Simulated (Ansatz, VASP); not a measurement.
# Ti6AlSiC4 (Ti3Al0.5Si0.5C2, 312 MAX phase) in two plane-wave programs, part 2 of 2

Wanted: the spread between two codes on one cell, functional and k mesh. The cell is invented: As first built, before any earlier steps moved the atoms (in the runner's words): 2x2x1 conventional cells of the Ti3AlC2 type (48 atoms: 16 C, 4 Al, 4 Si, 24 Ti); Al/Si share their sites, the best of 600 random draws by like-pair counts in two shells; start lattice by linear mixing of the end members' cells; atoms moved at random by 0.02 A. It may not be a known or stable phase. Of the first pair: The structure shown is the start of the Ansatz relaxation below; VASP solves that cell, so the two are compared at the walk's first step.

VASP 6.6.1 and Ansatz 0.2.0.

So far: The starting structure; Ansatz: relaxation, PBE.

### Step 3. VASP: single point, PBE, start cell, pair 1

Level of this step: PBE; plane waves and PAW (C, Al, Si, Ti_sv); invented cell (VASP).

The same cell, functional, mesh and smearing now go to VASP, with its own data sets.

Lines of VASP's logs that name or quote its potential files are left out, and so is its time.

Contents of INCAR:

```
SYSTEM = Ti6AlSiC4
PREC = Accurate
ENCUT = 520
EDIFF = 1E-06
NELM = 120
ISMEAR = 1
SIGMA = 0.15
LREAL = Auto
ALGO = Normal
GGA = PE
NBANDS = 224
LASPH = .TRUE.
LORBIT = 11
LWAVE = .FALSE.
LCHARG = .FALSE.
ISIF = 2
GGA_COMPAT = .FALSE.
KPAR = 8
```

Contents of POSCAR:

```
Ti6AlSiC4
1.0
    6.1510000000     -0.0000400000      0.0000900000
   -3.0755300000      5.3266900000      0.0000200000
    0.0002700000      0.0002300000     18.1747100000
C Al Si Ti
16 4 4 24
Direct
    0.1684110868      0.3345932745      0.5742913175
    0.3334431865      0.1662566670      0.0678782036
    0.1683905614      0.3346156284      0.9261483761
    0.3334518196      0.1662409201      0.4325717805
    0.1683942042      0.8327825810      0.5743017737
    0.3344764170      0.6667738485      0.0686424467
    0.1684155819      0.8328237093      0.9261423256
    0.3344432480      0.6667393937      0.4318119280
    0.6678147859      0.3334331158      0.5733424758
    0.8349638901      0.1662416601      0.0678702179
    0.6678103939      0.3334553879      0.9270977764
    0.8349631361      0.1662071394      0.4325692971
    0.6665940064      0.8328238690      0.5742993066
    0.8349758457      0.6677726292      0.0678806703
    0.6665872236      0.8328086769      0.9261398587
    0.8349682216      0.6677568824      0.4325687451
    0.0012253500      0.0003055366      0.7502182914
    0.9956744206      0.4973974970      0.2502323526
    0.5038225716      0.0054560342      0.2502188231
    0.5037406587      0.4973374834      0.2502182822
    0.0010847750      0.0000455240      0.2502213186
    0.9922538113      0.4957050509      0.7502293452
    0.5055213582      0.0088324400      0.7502212870
    0.5055568284      0.4955512094      0.7502207512
    0.0011315853      0.0001071506      0.9969017330
    0.0011357327      0.0000721332      0.5035403534
    0.1668921587      0.3316463348      0.1280888854
    0.3363887322      0.1676778148      0.6335488363
    0.1668805178      0.3315794676      0.3723513800
    0.3364016116      0.1677240592      0.8669005651
    0.0031054773      0.5010749296      0.9969892064
    0.0031027655      0.5010586931      0.5034517579
    0.1668657937      0.8343037072      0.1280883324
    0.3344692560      0.6667117995      0.6361012948
    0.1669148277      0.8342931602      0.3723618309
    0.3344824701      0.6667582647      0.8643415252
    0.5001442699      0.9981227925      0.9969917003
    0.5001646868      0.9980877831      0.5034487496
    0.6678090561      0.3334148894      0.1258910447
    0.8335061469      0.1677003211      0.6335518768
    0.6677927727      0.3334041525      0.3745497579
    0.8335190266      0.1677465657      0.8668981034
    0.5001390881      0.5010598885      0.9969922473
    0.5001526342      0.5010436524      0.5034492966
    0.6695826867      0.8343074822      0.1280913451
    0.8335488753      0.6648383185      0.6335623338
    0.6695735623      0.8342781620      0.3723483375
    0.8335292409      0.6648845636      0.8668920541
```

Contents of KPOINTS:

```
Automatic mesh
0
Gamma
5 5 1
0 0 0
```

PAW data sets: C, Al, Si and Ti_sv (PBE family, release 64).

Started as:

```sh
$ mpirun -np 8 vasp_std
```

Numbers of over 12 decimals in the logs are rounded to 6 here.

The program printed:

```text
[banner, memory and clock lines left out]
running    8 mpi-ranks, on    1 nodes
[...]
|                                                                             |
|           W    W    AA    RRRRR   N    N  II  N    N   GGGG   !!!           |
|           W    W   A  A   R    R  NN   N  II  NN   N  G    G  !!!           |
|           W    W  A    A  R    R  N N  N  II  N N  N  G       !!!           |
|           W WW W  AAAAAA  RRRRR   N  N N  II  N  N N  G  GGG   !            |
|           WW  WW  A    A  R   R   N   NN  II  N   NN  G    G                |
|           W    W  A    A  R    R  N    N  II  N    N   GGGG   !!!           |
|                                                                             |
|     For optimal performance we recommend to set                             |
|       NCORE = 2 up to number-of-cores-per-socket                            |
|     NCORE specifies how many cores store one orbital (NPAR=cpu/NCORE).      |
|     This setting can greatly improve the performance of VASP for DFT.       |
[...]
|                                                                             |
|     Suggested SOLUTIONS:                                                    |
|      ) Refine the lattice parameters of your structure,                     |
|      ) and/or try changing SYMPREC.                                         |
|                                                                             |

 LDA part: xc-table for (Slater+PW92), standard interpolation
 POSCAR, INCAR and KPOINTS ok, starting setup
[...]
entering main loop
       N       E                     dE             d eps       ncg     rms          rms(c)
DAV:   1     0.579986719839E+04    0.57999E+04   -0.17613E+05  5824   0.201E+03
DAV:   2     0.595909785161E+03   -0.52040E+04   -0.50761E+04  5824   0.653E+02
DAV:   3    -0.374308382861E+03   -0.97022E+03   -0.93612E+03  8208   0.236E+02
DAV:   4    -0.509822291490E+03   -0.13551E+03   -0.13440E+03  8392   0.786E+01
[...]
DAV:  21    -0.411060919505E+03   -0.20450E-05   -0.17838E-05  7744   0.237E-02    0.751E-03
DAV:  22    -0.411060922012E+03   -0.25066E-05   -0.84844E-06  6672   0.154E-02    0.361E-03
DAV:  23    -0.411060921924E+03    0.87246E-07   -0.17074E-06  4048   0.748E-03
   1 F= -.41106092E+03 E0= -.41106749E+03  d E =0.197175E-01
```

OUTCAR, selected parts (step 3):

```text
  Total        0.3482331      0.3996539      0.2652506      0.0055076     -0.0080285     -0.0277488
  in kB        0.9369398      1.0752900      0.7136710      0.0148184     -0.0216011     -0.0746597
  external PRESSURE =       0.9086336 kB  Pullay stress =       0.0000000 kB

 POSITION                                       TOTAL-FORCE (eV/Angst)
 -----------------------------------------------------------------------------------
      0.00700      1.78240     10.43760         0.000184      0.001810     -0.011504
      1.53970      0.88560      1.23370         0.002083      0.000793      0.002948
      0.00690      1.78260     16.83250         0.000902      0.002234      0.019620
      1.53990      0.88560      7.86190         0.000116      0.000124     -0.004247
     -1.52530      4.43610     10.43780         0.002663      0.001712     -0.013574
      0.00670      3.55170      1.24760        -0.000319     -0.001871      0.001492
     -1.52520      4.43640     16.83240         0.001030      0.001841      0.020011
      0.00670      3.55160      7.84810         0.004329     -0.001295      0.002482
      3.08240      1.77620     10.42040         0.001257     -0.001668     -0.012849
      4.62460      0.88550      1.23360         0.003110      0.001540      0.003369
      3.08240      1.77640     16.84980         0.001593     -0.001725      0.014284
      4.62480      0.88540      7.86190         0.002446      0.002590     -0.003808
      1.53900      4.43630     10.43780         0.003077     -0.001744     -0.013267
      3.08220      3.55700      1.23380         0.001822      0.001639     -0.000010
[...]
-----------------------------------------------------------------------------------
    total drift:                                0.031320     -0.010873     -0.009766

  FREE ENERGIE OF THE ION-ELECTRON SYSTEM (eV)
  ---------------------------------------------------
  free  energy   TOTEN  =      -411.0609219245 eV

  energy  without entropy=     -411.0806394601  energy(sigma->0) =     -411.06749444

[... 1 further part left out ...]
```

The k-mesh is coarse for a metal.

The run ends at a pressure of 0.09 GPa, with forces up to 0.036 eV/Å.

### Step 4. Side by side

Known differences besides the potentials themselves: the cutoff is 300 eV in Ansatz and 520 eV in VASP (PREC = Accurate, projectors in real space); Ansatz's log warns that its cutoff lies below the recommended one. Total energies have different zeros and are not compared.

At this near-relaxed geometry the largest component of a force difference is 59 meV/Å.

### Step 5. Ansatz: relaxation, PBE

This run makes the geometry at which the two programs are then compared. The cell compared in this pair holds 598.41 Å³, against 595.48 Å³ for the pair before.

The structure compared here is the end of the Ansatz relaxation.

Contents of input.yaml:

```yaml
crystal:
  lattice:
    - [6.151, -4.0e-05, 9.0e-05]
    - [-3.07553, 5.32669, 2.0e-05]
    - [0.00027, 0.00023, 18.17471]
  atoms:
    - { symbol: C, position: [0.16841, 0.3346, 0.57429] }
    - { symbol: C, position: [0.33344, 0.16626, 0.06788] }
    - { symbol: C, position: [0.16839, 0.33462, 0.92615] }
    - { symbol: C, position: [0.33345, 0.16624, 0.43257] }
    - { symbol: C, position: [0.1684, 0.83278, 0.5743] }
    - { symbol: C, position: [0.33448, 0.66677, 0.06864] }
    - { symbol: C, position: [0.16841, 0.83282, 0.92614] }
    - { symbol: C, position: [0.33445, 0.66674, 0.43181] }
    - { symbol: C, position: [0.66781, 0.33343, 0.57334] }
    - { symbol: C, position: [0.83496, 0.16624, 0.06787] }
    - { symbol: C, position: [0.66781, 0.33345, 0.9271] }
    - { symbol: C, position: [0.83496, 0.16621, 0.43257] }
    - { symbol: C, position: [0.66659, 0.83282, 0.5743] }
    - { symbol: C, position: [0.83498, 0.66777, 0.06788] }
    - { symbol: C, position: [0.66658, 0.83281, 0.92614] }
    - { symbol: C, position: [0.83497, 0.66776, 0.43257] }
    - { symbol: Al, position: [0.00122, 0.00031, 0.75022] }
    - { symbol: Al, position: [0.99568, 0.4974, 0.25023] }
    - { symbol: Al, position: [0.50383, 0.00546, 0.25022] }
    - { symbol: Al, position: [0.50374, 0.49734, 0.25022] }
    - { symbol: Si, position: [0.00108, 5.0e-05, 0.25022] }
    - { symbol: Si, position: [0.99225, 0.49571, 0.75023] }
    - { symbol: Si, position: [0.50553, 0.00884, 0.75022] }
    - { symbol: Si, position: [0.50555, 0.49555, 0.75022] }
    - { symbol: Ti, position: [0.00112, 0.0001, 0.9969] }
    - { symbol: Ti, position: [0.00113, 7.0e-05, 0.50354] }
    - { symbol: Ti, position: [0.16689, 0.33164, 0.12809] }
    - { symbol: Ti, position: [0.33639, 0.16768, 0.63355] }
    - { symbol: Ti, position: [0.16688, 0.33158, 0.37235] }
    - { symbol: Ti, position: [0.3364, 0.16772, 0.8669] }
    - { symbol: Ti, position: [0.0031, 0.50108, 0.99699] }
    - { symbol: Ti, position: [0.0031, 0.50106, 0.50345] }
    - { symbol: Ti, position: [0.16687, 0.83431, 0.12809] }
    - { symbol: Ti, position: [0.33447, 0.66671, 0.6361] }
    - { symbol: Ti, position: [0.16691, 0.83429, 0.37236] }
    - { symbol: Ti, position: [0.33449, 0.66676, 0.86434] }
    - { symbol: Ti, position: [0.50015, 0.99812, 0.99699] }
    - { symbol: Ti, position: [0.50016, 0.99809, 0.50345] }
    - { symbol: Ti, position: [0.6678, 0.33341, 0.12589] }
    - { symbol: Ti, position: [0.83351, 0.1677, 0.63355] }
    - { symbol: Ti, position: [0.66779, 0.3334, 0.37455] }
    - { symbol: Ti, position: [0.83352, 0.16774, 0.8669] }
    - { symbol: Ti, position: [0.50014, 0.50106, 0.99699] }
    - { symbol: Ti, position: [0.50015, 0.50105, 0.50345] }
    - { symbol: Ti, position: [0.66959, 0.83431, 0.12809] }
    - { symbol: Ti, position: [0.83355, 0.66484, 0.63356] }
    - { symbol: Ti, position: [0.66958, 0.83428, 0.37235] }
    - { symbol: Ti, position: [0.83353, 0.66489, 0.86689] }
kpoints:
  mp_grid: { grid: [5, 5, 1] }
hamiltonian:
  xc: pbe
scf:
  occupations: { method: methfessel_paxton, width: 0.15 }
output:
  forces: true
  stress: true
relax:
  f_tol: 0.02
  max_steps: 25
  cell: { stress_tol: 0.1 }
basis:
  ecutwfc: "300 eV"
```

Started as:

```sh
$ ansatz run input.yaml --threads 8 --pin off --max-ram 15360MiB --backend cpu --events-out ev --progress --plain --runs-dir out
```

The program printed:

```text
[...]
Crystal: 48 atoms, lattice volume = 595.483 Å³
Basis set: ecut = 300 eV, 7041 PW (Γ), exchange–correlation on 72×72×216 points (8 copies of the dense FFT grid, shifted against one another)
Bands: 238, of which v1, the nominal top of the filled ones, is band 190 counted from 1 (189 counted from 0)
Symmetry: 1 space group operations
[...]
- { symbol: Ti, position: [0.336485, 0.167759, 0.866760] }
    - { symbol: Ti, position: [0.00318071, 0.501107, 0.997049] }
    - { symbol: Ti, position: [0.0031807, 0.501106, 0.503395] }
[...]
- { symbol: Ti, position: [0.669725, 0.834379, 0.128401] }
    - { symbol: Ti, position: [0.833450, 0.664724, 0.633684] }
    - { symbol: Ti, position: [0.669725, 0.834379, 0.372043] }
    - { symbol: Ti, position: [0.833450, 0.664724, 0.866760] }
[key lines of the parts left out:]
SCF converged after 6 iterations
Free energy (F): -68733.617378 eV
Fermi energy:    12.809771 eV
P = ⅓ Tr σ = 0.0185 GPa (0.185 kbar)
```

### Step 6. VASP: single point, PBE, relaxed cell, pair 2

The same cell, functional, mesh and smearing now go to VASP, with its own data sets.

INCAR: that of step 3 with these lines changed.

```diff
@@ -2,3 +2,3 @@
 PREC = Accurate
-ENCUT = 520
+ENCUT = 600
 EDIFF = 1E-06
```

Contents of POSCAR:

```
Ti6AlSiC4
1.0
    6.1653910000     -0.0000020000     -0.0000010000
   -3.0826930000      5.3393890000     -0.0000010000
    0.0000030000      0.0000030000     18.1779570000
C Al Si Ti
16 4 4 24
Direct
    0.1684000000      0.3346200000      0.5744350000
    0.3334633333      0.1662466667      0.0682050000
    0.1684000000      0.3346200000      0.9260050000
    0.3334633333      0.1662466667      0.4322350000
    0.1684000000      0.8328100000      0.5744350000
    0.3344633333      0.6667466667      0.0689800000
    0.1684000000      0.8328100000      0.9260050000
    0.3344633333      0.6667466667      0.4314600000
    0.6677966667      0.3334133333      0.5734450000
    0.8349633333      0.1662466667      0.0682050000
    0.6677966667      0.3334133333      0.9269950000
    0.8349633333      0.1662466667      0.4322350000
    0.6665900000      0.8328100000      0.5744350000
    0.8349633333      0.6677466667      0.0682050000
    0.6665900000      0.8328100000      0.9260050000
    0.8349633333      0.6677466667      0.4322350000
    0.0011300000      0.0000800000      0.7502200000
    0.9954800000      0.4972550000      0.2502200000
    0.5039550000      0.0057300000      0.2502200000
    0.5039550000      0.4972550000      0.2502200000
    0.0011300000      0.0000800000      0.2502200000
    0.9918200000      0.4954250000      0.7502200000
    0.5057850000      0.0093900000      0.7502200000
    0.5057850000      0.4954250000      0.7502200000
    0.0011300000      0.0000800000      0.9969200000
    0.0011300000      0.0000800000      0.5035200000
    0.1668325000      0.3314850000      0.1284000000
    0.3364900000      0.1677600000      0.6336800000
    0.1668325000      0.3314850000      0.3720400000
    0.3364900000      0.1677600000      0.8667600000
    0.0031833333      0.5011066667      0.9970500000
    0.0031833333      0.5011066667      0.5033900000
    0.1668325000      0.8343775000      0.1284000000
    0.3344633333      0.6667466667      0.6364050000
    0.1668325000      0.8343775000      0.3720400000
    0.3344633333      0.6667466667      0.8640350000
    0.5001033333      0.9980266667      0.9970500000
    0.5001033333      0.9980266667      0.5033900000
    0.6677966667      0.3334133333      0.1261050000
    0.8334500000      0.1677600000      0.6336800000
    0.6677966667      0.3334133333      0.3743350000
    0.8334500000      0.1677600000      0.8667600000
    0.5001033333      0.5011066667      0.9970500000
    0.5001033333      0.5011066667      0.5033900000
    0.6697250000      0.8343775000      0.1284000000
    0.8334500000      0.6647200000      0.6336800000
    0.6697250000      0.8343775000      0.3720400000
    0.8334500000      0.6647200000      0.8667600000
```

KPOINTS is that of step 3.

Started as:

```sh
$ mpirun -np 8 vasp_std
```

The program printed:

```text
[banner, memory and clock lines left out]
running    8 mpi-ranks, on    1 nodes
[...]
[... a notice as in an earlier step ...]

 LDA part: xc-table for (Slater+PW92), standard interpolation
 POSCAR, INCAR and KPOINTS ok, starting setup
[...]
entering main loop
       N       E                     dE             d eps       ncg     rms          rms(c)
DAV:   1     0.612396470376E+04    0.61240E+04   -0.19143E+05  2240   0.221E+03
DAV:   2     0.652261722144E+03   -0.54717E+04   -0.53426E+04  2240   0.695E+02
DAV:   3    -0.365206926969E+03   -0.10175E+04   -0.98025E+03  3144   0.246E+02
DAV:   4    -0.508891148659E+03   -0.14368E+03   -0.14253E+03  3240   0.826E+01
[...]
DAV:  20    -0.411043803972E+03   -0.50418E-05   -0.15805E-05  3032   0.184E-02    0.543E-03
DAV:  21    -0.411043802922E+03    0.10496E-05   -0.30975E-06  1720   0.744E-03    0.256E-03
DAV:  22    -0.411043803280E+03   -0.35798E-06   -0.17765E-06  1488   0.392E-03
   1 F= -.41104380E+03 E0= -.41104996E+03  d E =0.184788E-01
```

Parts of OUTCAR (step 6):

```text
  Total       -4.0724191     -4.0724233     -2.8453322     -0.0000006      0.0000007      0.0000002
  in kB      -10.9034986    -10.9035099     -7.6180949     -0.0000016      0.0000018      0.0000005
  external PRESSURE =      -9.8083678 kB  Pullay stress =       0.0000000 kB

 POSITION                                       TOTAL-FORCE (eV/Angst)
 -----------------------------------------------------------------------------------
      0.00672      1.78667     10.44205        -0.000000      0.004401     -0.028680
      1.54344      0.88766      1.23983        -0.003557     -0.002054     -0.038260
      0.00672      1.78667     16.83288         0.000000      0.004401      0.028680
      1.54345      0.88766      7.85715        -0.003557     -0.002054      0.038260
     -1.52904      4.44670     10.44205         0.003811     -0.002201     -0.028680
      0.00672      3.56002      1.25391        -0.000000     -0.000000     -0.033335
     -1.52904      4.44670     16.83288         0.003811     -0.002201      0.028680
      0.00672      3.56002      7.84306         0.000000      0.000000      0.033335
      3.08942      1.78022     10.42406        -0.000000     -0.000000     -0.034346
      4.63539      0.88765      1.23983         0.003557     -0.002054     -0.038260
      3.08942      1.78022     16.85087         0.000000      0.000000      0.034346
      4.63539      0.88766      7.85715         0.003557     -0.002054      0.038260
      1.54249      4.44670     10.44205        -0.003811     -0.002201     -0.028680
      3.08942      3.56536      1.23983        -0.000000      0.004108     -0.038260
[...]
-----------------------------------------------------------------------------------
    total drift:                                0.000018     -0.000003      0.000097

  FREE ENERGIE OF THE ION-ELECTRON SYSTEM (eV)
  ---------------------------------------------------
  free  energy   TOTEN  =      -411.0438032801 eV

  energy  without entropy=     -411.0622820738  energy(sigma->0) =     -411.04996288

[... 2 further parts left out ...]
[key lines of the parts left out:]
E-fermi :   8.7296
```

The run ends at a pressure of -0.98 GPa, with forces up to 0.063 eV/Å.

### Step 7. Comparison

What differs besides the data sets and the points named for the pairs above, as far as they apply: the cutoff is 300 eV in Ansatz and 600 eV in VASP (PREC = Accurate, projectors in real space). Total energies have different zeros and are not compared.

Both answers:

```tsv
quantity	Ansatz	VASP	difference
pressure (GPa)	0.02	-0.98	+1.00
```

Forces on 7 of the 48 atoms, those with the largest forces and the largest differences (eV/Å; atoms numbered as in POSCAR):

```tsv
atom	Ansatz x, y, z	VASP x, y, z
Ti27	0.000, 0.000, 0.001	0.000, 0.006, -0.054
Ti33	0.000, 0.000, 0.001	0.005, -0.003, -0.054
Ti34	0.000, 0.000, -0.001	0.000, 0.000, -0.063
Ti35	0.000, 0.000, -0.001	0.005, -0.003, 0.054
Ti36	0.000, 0.000, 0.001	0.000, 0.000, 0.063
Ti45	0.000, 0.000, 0.001	-0.005, -0.003, -0.054
Ti47	0.000, 0.000, -0.001	-0.005, -0.003, 0.054
```

The forces differ by 20 meV/Å r.m.s., where the r.m.s. force is 0.000 eV/Å in Ansatz and 0.020 eV/Å in VASP: the atoms lie near their places of rest in Ansatz, so a percentage would say little (all taken over all components).

### Step 8. Results

- r.m.s. force difference (single point, PBE, start cell, pair 1): 22 meV/Å
- r.m.s. force difference (single point, PBE, relaxed cell, pair 2): 20 meV/Å
- difference in pressure (single point, PBE, relaxed cell, pair 2): 1.00 GPa

The r.m.s. force difference is 22 meV/Å (single point, PBE, start cell, pair 1), beyond the 12 meV/Å picked in this series as the mark of a large difference. Ansatz's own log doubts the convergence of its single point, PBE, start cell, pair 1 run, which may account for the difference. Ansatz's own log doubts the convergence of its single point, PBE, relaxed cell, pair 2 run, which may account for the difference. How closely two codes agree says nothing of how well the functional describes the real material.

[Lines on the potential files, build, host, timing and source positions are cut from VASP's logs without a mark.]

[Logs are printed without paths, hosts, clocks, repeated set-up lines and the standing remarks that a program may print on its own settings, such as how far it seeks lower states.]

[Hosts, paths, dates, database ids (printed as entryN), source tags and the programs' standing remarks are cut or masked in the printed files.]
